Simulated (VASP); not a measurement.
VASP ran on this input.

**INCAR**
```
SYSTEM=Zr
ISIF=2
AGGAC=0.0
GGA=BO
ENCUT=520   # plane-wave cut-off (eV)
PARAM2=0.22
EDIFF=1E-7   # SCF stop (eV)
LUSE_VDW=.TRUE.
LCHARG=.TRUE.
LASPH=.TRUE.   # aspherical one-centre terms
LMAXMIX=4   # l cut-off of mixed one-centre charges
ALGO=Normal
LREAL=.FALSE.   # projection in real space or not
PARAM1=0.1833333333
NELM=100   # most electronic steps
LWAVE=.FALSE.
NEDOS=601   # DOS grid
PREC=Accurate
LORBIT=11
ISMEAR=-5   # tetrahedra, Bloechl
```

### POSCAR
```
Zr
1
    1.6057036257    -2.7811602084     0.0000000000
    1.6057036257     2.7811602084    -0.0000000000
   -0.0000000000    -0.0000000000     5.1746182497
Zr
2
Direct
  0.3333330000   0.6666670000   0.2500000000
  0.6666670000   0.3333330000   0.7500000000
```

KPOINTS:
```
Automatic mesh
0
Gamma
15 15 8
0 0 0
```

POTCAR, in this order: Zr_sv (PBE.64 set). Program: vasp_std.

Question: Translate this optB88-vdW calculation to Quantum ESPRESSO's pw.x.

Answer: One equivalent input (not run):
```
&CONTROL
  calculation = 'scf'
  pseudo_dir = './pseudo'
  outdir = './out'
  tprnfor = .true.
  tstress = .true.
/
&SYSTEM
  ibrav = 0
  nat = 2
  ntyp = 1
  ecutwfc = 66
  occupations = 'tetrahedra'
  input_dft = 'vdw-df-obk8'
/
&ELECTRONS
  conv_thr = 7.3e-09
  electron_maxstep = 100
/
ATOMIC_SPECIES
  Zr 91.224 Zr.upf
CELL_PARAMETERS angstrom
     1.6057036   -2.7811602    0.0000000
     1.6057036    2.7811602   -0.0000000
    -0.0000000   -0.0000000    5.1746182
ATOMIC_POSITIONS crystal
  Zr   0.3333330  0.6666670  0.2500000
  Zr   0.6666670  0.3333330  0.7500000
K_POINTS automatic
  15 15 8 0 0 0
```
Limits of the translation: the potentials are each code's own (VASP's PAW set, PseudoDojo norm-conserving files in pw.x), so ENCUT and ecutwfc are chosen apart and not converted; conv_thr bounds pw.x's estimated SCF error, while EDIFF bounds the energy change between steps.

The compound is Zr in the hcp structure. It was relaxed first.
